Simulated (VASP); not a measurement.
Method: PBEsol GGA, VASP's PBE PAW potentials (set 64) (plane waves; VASP).

VASP input:

### INCAR
```
PREC=Normal
ALGO=Normal
ISPIN=2
ISMEAR=1   ! Methfessel-Paxton
MAGMOM=6*1.8
SIGMA=0.1   ! width (eV)
LVHAR=T
ENCUT=400   ! plane-wave cut-off (eV)
NELM=100
LCHARG=F
IDIPOL=3
DIPOL=0.5 0.5 0.5
LORBIT=11   ! lm-projected
GGA=PS   ! PBEsol
LREAL=F
NELMIN=4
LASPH=T   ! aspherical one-centre terms
LDIPOL=T
EDIFF=1E-6   ! SCF stop (eV)
SYSTEM=Co(001) slab
LWAVE=F
LMAXMIX=4
```

**POSCAR**
```
Co(001) slab
1
    2.4553364567     0.0000000000     0.0000000000
   -1.2276682284     2.1263839777     0.0000000000
    0.0000000000     0.0000000000    26.4772446681
Co
6
Direct
  0.6666670000   0.3333330000   0.3866363462
  0.3333330000   0.6666670000   0.3140809983
  0.6666670000   0.3333330000   0.5369257608
  0.3333330000   0.6666670000   0.4630742392
  0.6666670000   0.3333330000   0.6859190017
  0.3333330000   0.6666670000   0.6133636538
```

### KPOINTS
```
Automatic mesh
0
Gamma
13 13 1
0 0 0
```

POTCAR, in this order: Co (PBE.64 set). Program: vasp_std. Read from the step before: WAVECAR.

Output of the run:

### OSZICAR
```
       N       E                     dE             d eps       ncg     rms          rms(c)
DAV:   1    -0.447917569315E+02   -0.44792E+02   -0.10814E-03  4697   0.631E-01    0.288E-01
DAV:   2    -0.448208074069E+02   -0.29050E-01   -0.95905E-02  4263   0.596E+00    0.254E+00
DAV:   3    -0.447915412025E+02    0.29266E-01   -0.84188E-02  4041   0.547E+00    0.253E-01
DAV:   4    -0.447913258368E+02    0.21537E-03   -0.23946E-03  4293   0.849E-01    0.760E-02
DAV:   5    -0.447913146944E+02    0.11142E-04   -0.28627E-04  4089   0.258E-01    0.179E-02
DAV:   6    -0.447913166812E+02   -0.19868E-05   -0.24284E-05  3340   0.619E-02    0.458E-03
DAV:   7    -0.447913175868E+02   -0.90552E-06   -0.15517E-06  2013   0.149E-02
   1 F= -.44791318E+02 E0= -.44791410E+02  d E =0.276803E-03  mag=     9.7623
```

### OUTCAR
```
------------------------ aborting loop because EDIFF is reached ----------------------------------------
  FORCE on cell =-STRESS in cart. coord.  units (eV):
  Direction    XX          YY          ZZ          XY          YZ          ZX
  --------------------------------------------------------------------------------------
  Total       -1.8787990     -1.8787994     -0.5319033      0.0000000     -0.0000000      0.0000000
  in kB      -21.7753632    -21.7753680     -6.1647823      0.0000000     -0.0000000      0.0000000
  external PRESSURE =     -16.5718378 kB  Pullay stress =       0.0000000 kB
  volume of cell :      138.24
      direct lattice vectors                 reciprocal lattice vectors
     2.455336457  0.000000000  0.000000000     0.407276159  0.235140974  0.000000000
    -1.227668228  2.126383978  0.000000000     0.000000000  0.470281948  0.000000000
     0.000000000  0.000000000 26.477244668     0.000000000  0.000000000  0.037768280
 POSITION                                       TOTAL-FORCE (eV/Angst)
 -----------------------------------------------------------------------------------
      1.22767      0.70879     10.23707         0.000000      0.000000      0.020936
     -0.00000      1.41759      8.31600         0.000000      0.000000      0.016298
      1.22767      0.70879     14.21631         0.000000     -0.000000     -0.020443
     -0.00000      1.41759     12.26093        -0.000000      0.000000      0.020443
      1.22767      0.70879     18.16125        -0.000000     -0.000000     -0.016298
     -0.00000      1.41759     16.24018         0.000000      0.000000     -0.020936
 -----------------------------------------------------------------------------------
    total drift:                                0.000000      0.000000      0.000000
  FREE ENERGIE OF THE ION-ELECTRON SYSTEM (eV)
  ---------------------------------------------------
  free  energy   TOTEN  =       -44.7913175868 eV

  energy  without entropy=      -44.7915943902  energy(sigma->0) =      -44.79140985

 total charge

# of ion       s       p       d       tot
------------------------------------------
    1        0.509   0.571   7.294   8.374
    2        0.505   0.449   7.257   8.210
    3        0.508   0.564   7.287   8.359
    4        0.508   0.564   7.287   8.359
    5        0.505   0.449   7.257   8.210
    6        0.509   0.571   7.294   8.374
--------------------------------------------------
tot          3.044   3.166  43.676  49.887

 magnetization (x)

# of ion       s       p       d       tot
------------------------------------------
    1       -0.016  -0.053   1.679   1.610
    2       -0.010  -0.036   1.754   1.707
    3       -0.014  -0.051   1.648   1.582
    4       -0.014  -0.051   1.648   1.582
    5       -0.010  -0.036   1.754   1.707
    6       -0.016  -0.053   1.679   1.610
--------------------------------------------------
tot         -0.082  -0.280  10.161   9.799
```
(Selected blocks of OUTCAR.)

The cell is a thin slab with vacuum, built from Co (hcp): (001) face. VASP warned that the highest band is occupied, so more bands are needed.
